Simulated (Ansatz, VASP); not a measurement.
# HfO2: VASP beside Ansatz, part 2 of 3

Aim: how closely do two programs agree when they are given the same cell, functional and k mesh? The cell is taken from a series of runs on this material, whose earlier steps may have relaxed, scaled, displaced or heated it; both programs get it as it stands.

VASP 6.6.1 and Ansatz 0.2.0.

So far: Starting point; VASP: zone-centre phonons, LDA.

## 2. VASP: zone-centre phonons, LDA (continued)

Level of this step: LDA; plane waves and PAW (O, Hf_pv) (VASP).

From OUTCAR (step 2):

```text
ion  position               nearest neighbor table
   1  0.000  0.500  0.695-   5 2.05   5 2.05   6 2.39   6 2.39
   2  0.500  0.000  0.805-   6 2.05   6 2.05   5 2.39   5 2.39
   3  0.500  0.000  0.305-   5 2.05   5 2.05   6 2.39   6 2.39
   4  0.000  0.500  0.195-   6 2.05   6 2.05   5 2.39   5 2.39
   5  0.500  0.500  0.500-   1 2.05   3 2.05   3 2.05   1 2.05   2 2.39   2 2.39   4 2.39   4 2.39
                             6 3.63   6 3.63   6 3.63   6 3.63   6 3.63   6 3.63   6 3.63   6 3.63
   6  0.000  0.000  0.000-   2 2.05   4 2.05   4 2.05   2 2.05   1 2.39   3 2.39   1 2.39   3 2.39
                             5 3.63   5 3.63   5 3.63   5 3.63   5 3.63   5 3.63   5 3.63   5 3.63

  LATTYP: Found a simple tetragonal cell.
 ALAT       =     3.5728170637
 C/A-ratio  =     1.4562769386

 Subroutine GETGRP returns: Found 16 space group operations
 (whereof  8 operations were pure point group operations)

The static configuration has the point symmetry D_2d.
 The point group associated with its full space group is D_4h.

 Found     60 irreducible k-points:

   k-points           NKPTS =     60   k-points in BZ     NKDIM =     60   number of bands    NBANDS=     28

   dimension x,y,z NGX =    30 NGY =   30 NGZ =   42
   dimension x,y,z NGXF=    60 NGYF=   60 NGZF=   84

   ENCUT  =  600.0 eV  44.10 Ry    6.64 a.u.   7.14  7.14 10.39*2*pi/ulx,y,z

   NELECT =      44.0000    total number of electrons

 k-points in reciprocal lattice and weights: Automatic mesh
   0.00000000  0.00000000  0.00000000       0.003
   0.12500000  0.00000000  0.00000000       0.010
   0.25000000  0.00000000  0.00000000       0.010
   0.37500000  0.00000000  0.00000000       0.010
   0.50000000  0.00000000  0.00000000       0.005
   0.12500000  0.12500000  0.00000000       0.010
   0.25000000  0.12500000  0.00000000       0.021
   0.37500000  0.12500000  0.00000000       0.021
   0.50000000  0.12500000  0.00000000       0.010
[...]
0.50000000  0.37500000  0.50000000       0.010
   0.50000000  0.50000000  0.50000000       0.003

 average (electrostatic) potential at core
       1 -71.0339       2 -71.0339       3 -71.0339       4 -71.0339       5 -37.7415
       6 -37.7415

 Eigenvectors and eigenvalues of the dynamical matrix
 ----------------------------------------------------

   1 f  =   19.603835 THz   123.174526 2PiTHz  653.913538 cm-1    81.074909 meV
             X         Y         Z           dx          dy          dz
      0.000000  1.786409  3.616307     0.701272   -0.001882    0.000000
      1.786409  0.000000  4.188210    -0.701272    0.001882    0.000000
      1.786409  0.000000  1.586704     0.030200   -0.043690   -0.000000
      0.000000  1.786409  1.014801    -0.030200    0.043690   -0.000000
      1.786409  1.786409  2.601506    -0.073298    0.004567    0.000000
      0.000000  0.000000  0.000000     0.073298   -0.004567   -0.000000

   2 f  =   19.603835 THz   123.174526 2PiTHz  653.913538 cm-1    81.074909 meV
             X         Y         Z           dx          dy          dz
      0.000000  1.786409  3.616307    -0.043690   -0.030200   -0.000000
      1.786409  0.000000  4.188210     0.043690    0.030200   -0.000000
      1.786409  0.000000  1.586704    -0.001882   -0.701272    0.000000
      0.000000  1.786409  1.014801     0.001882    0.701272    0.000000
      1.786409  1.786409  2.601506     0.004567    0.073298   -0.000000
      0.000000  0.000000  0.000000    -0.004567   -0.073298    0.000000

   3 f  =   18.987080 THz   119.299342 2PiTHz  633.340813 cm-1    78.524218 meV
             X         Y         Z           dx          dy          dz
      0.000000  1.786409  3.616307     0.000000   -0.000000   -0.500000
      1.786409  0.000000  4.188210    -0.000000    0.000000   -0.500000
      1.786409  0.000000  1.586704    -0.000000   -0.000000    0.500000
      0.000000  1.786409  1.014801     0.000000   -0.000000    0.500000
      1.786409  1.786409  2.601506    -0.000000   -0.000000    0.000000
      0.000000  0.000000  0.000000     0.000000    0.000000   -0.000000

   4 f  =   17.400178 THz   109.328540 2PiTHz  580.407451 cm-1    71.961320 meV
             X         Y         Z           dx          dy          dz
      0.000000  1.786409  3.616307    -0.000000    0.000000   -0.488511
      1.786409  0.000000  4.188210     0.000000   -0.000000    0.488511
      1.786409  0.000000  1.586704     0.000000   -0.000000   -0.488511
      0.000000  1.786409  1.014801    -0.000000    0.000000    0.488511
      1.786409  1.786409  2.601506     0.000000    0.000000    0.150708
      0.000000  0.000000  0.000000     0.000000    0.000000   -0.150708

   5 f  =   13.635665 THz    85.675412 2PiTHz  454.836836 cm-1    56.392555 meV
             X         Y         Z           dx          dy          dz
      0.000000  1.786409  3.616307    -0.636311   -0.024561    0.000000
      1.786409  0.000000  4.188210    -0.636311   -0.024561   -0.000000
      1.786409  0.000000  1.586704     0.065487    0.238647   -0.000000
      0.000000  1.786409  1.014801     0.065487    0.238647    0.000000
      1.786409  1.786409  2.601506     0.170768   -0.064046   -0.000000
      0.000000  0.000000  0.000000     0.170768   -0.064046   -0.000000

   6 f  =   13.635665 THz    85.675412 2PiTHz  454.836836 cm-1    56.392555 meV
             X         Y         Z           dx          dy          dz
      0.000000  1.786409  3.616307    -0.238647    0.065487    0.000000
      1.786409  0.000000  4.188210    -0.238647    0.065487   -0.000000
      1.786409  0.000000  1.586704     0.024561   -0.636311   -0.000000
      0.000000  1.786409  1.014801     0.024561   -0.636311    0.000000
      1.786409  1.786409  2.601506     0.064046    0.170768    0.000000
      0.000000  0.000000  0.000000     0.064046    0.170768    0.000000

   7 f  =   12.725637 THz    79.957536 2PiTHz  424.481563 cm-1    52.628983 meV
             X         Y         Z           dx          dy          dz
      0.000000  1.786409  3.616307     0.001840   -0.700505    0.000000
      1.786409  0.000000  4.188210    -0.001840    0.700505    0.000000
      1.786409  0.000000  1.586704    -0.033306    0.038702   -0.000000
      0.000000  1.786409  1.014801     0.033306   -0.038702   -0.000000
      1.786409  1.786409  2.601506     0.003882    0.081654   -0.000000
      0.000000  0.000000  0.000000    -0.003882   -0.081654   -0.000000

   8 f  =   12.725637 THz    79.957536 2PiTHz  424.481563 cm-1    52.628983 meV
             X         Y         Z           dx          dy          dz
      0.000000  1.786409  3.616307     0.038702    0.033306   -0.000000
      1.786409  0.000000  4.188210    -0.038702   -0.033306    0.000000
      1.786409  0.000000  1.586704    -0.700505   -0.001840    0.000000
      0.000000  1.786409  1.014801     0.700505    0.001840   -0.000000
      1.786409  1.786409  2.601506     0.081654   -0.003882    0.000000
      0.000000  0.000000  0.000000    -0.081654    0.003882   -0.000000

   9 f  =    9.306879 THz    58.476845 2PiTHz  310.444064 cm-1    38.490141 meV
             X         Y         Z           dx          dy          dz
      0.000000  1.786409  3.616307     0.000000    0.000000   -0.500000
      1.786409  0.000000  4.188210     0.000000   -0.000000    0.500000
      1.786409  0.000000  1.586704     0.000000   -0.000000    0.500000
      0.000000  1.786409  1.014801    -0.000000   -0.000000   -0.500000
      1.786409  1.786409  2.601506    -0.000000   -0.000000   -0.000000
      0.000000  0.000000  0.000000     0.000000    0.000000   -0.000000

  10 f  =    9.232722 THz    58.010903 2PiTHz  307.970455 cm-1    38.183453 meV
             X         Y         Z           dx          dy          dz
      0.000000  1.786409  3.616307     0.000000   -0.000000   -0.460521
      1.786409  0.000000  4.188210     0.000000   -0.000000   -0.460521
      1.786409  0.000000  1.586704    -0.000000   -0.000000   -0.460521
      0.000000  1.786409  1.014801     0.000000    0.000000   -0.460521
      1.786409  1.786409  2.601506    -0.000000   -0.000000    0.275393
      0.000000  0.000000  0.000000     0.000000   -0.000000    0.275393

  11 f  =    6.299320 THz    39.579794 2PiTHz  210.122693 cm-1    26.051882 meV
             X         Y         Z           dx          dy          dz
      0.000000  1.786409  3.616307    -0.000000    0.000000    0.106567
      1.786409  0.000000  4.188210    -0.000000   -0.000000   -0.106567
      1.786409  0.000000  1.586704     0.000000   -0.000000    0.106567
      0.000000  1.786409  1.014801    -0.000000   -0.000000   -0.106567
      1.786409  1.786409  2.601506     0.000000    0.000000    0.690860
      0.000000  0.000000  0.000000    -0.000000   -0.000000   -0.690860

  12 f  =    2.789193 THz    17.525015 2PiTHz   93.037456 cm-1    11.535169 meV
             X         Y         Z           dx          dy          dz
      0.000000  1.786409  3.616307    -0.066046    0.025960    0.000000
      1.786409  0.000000  4.188210     0.066046   -0.025960   -0.000000
      1.786409  0.000000  1.586704    -0.081204    0.021114   -0.000000
      0.000000  1.786409  1.014801     0.081204   -0.021114    0.000000
      1.786409  1.786409  2.601506    -0.665342    0.212705   -0.000000
      0.000000  0.000000  0.000000     0.665342   -0.212705   -0.000000

  13 f  =    2.789193 THz    17.525015 2PiTHz   93.037456 cm-1    11.535169 meV
             X         Y         Z           dx          dy          dz
      0.000000  1.786409  3.616307    -0.021114   -0.081204    0.000000
      1.786409  0.000000  4.188210     0.021114    0.081204   -0.000000
      1.786409  0.000000  1.586704    -0.025960   -0.066046   -0.000000
      0.000000  1.786409  1.014801     0.025960    0.066046   -0.000000
      1.786409  1.786409  2.601506    -0.212705   -0.665342    0.000000
      0.000000  0.000000  0.000000     0.212705    0.665342   -0.000000
    [... 43 further lines ...]
      1.786409  1.786409  2.601506     0.282853    0.591155    0.000000
      0.000000  0.000000  0.000000     0.282853    0.591155    0.000000

 MACROSCOPIC STATIC DIELECTRIC TENSOR IONIC CONTRIBUTION
 ------------------------------------------------------
         315.999074     0.000000     0.000000
           0.000000   315.999074    -0.000000
           0.000000    -0.000000    12.936950
 ------------------------------------------------------

 ELASTIC MODULI CONTR FROM IONIC RELAXATION (kBar)
 Direction    XX          YY          ZZ          XY          YZ          ZX
 --------------------------------------------------------------------------------
 XX        -829.6367    287.4660   -632.5876      0.0000      0.0000      0.0000
 YY         287.4660   -829.6367   -632.5876      0.0000      0.0000      0.0000
 ZZ        -632.5876   -632.5876  -1476.1665      0.0000      0.0000      0.0000
 XY           0.0000      0.0000      0.0000      0.0000      0.0000      0.0000
 YZ           0.0000      0.0000      0.0000      0.0000   -813.3433      0.0000
 ZX           0.0000      0.0000      0.0000      0.0000      0.0000   -839.0758
 --------------------------------------------------------------------------------

 PIEZOELECTRIC TENSOR IONIC CONTR  for field in x, y, z        (C/m^2)
          XX          YY          ZZ          XY          YZ          ZX
  --------------------------------------------------------------------------------
  x    -0.00000    -0.00000    -0.00000     0.00000    -0.00000    -0.00000
  y     0.00000     0.00000     0.00000     0.00000    -0.00000    -0.00000
  z     0.00000    -0.00000     0.00000     0.00000    -0.00000     0.00000
```

[end of part 2 of 3]

[Lines on the potential files, build, host, timing and source positions are cut from VASP's logs without a mark.]

[Logs are printed without paths, hosts, clocks, repeated set-up lines and the standing remarks that a program may print on its own settings, such as how far it seeks lower states.]

[Hosts, paths, dates, database ids (printed as entryN), source tags and the programs' standing remarks are cut or masked in the printed files.]
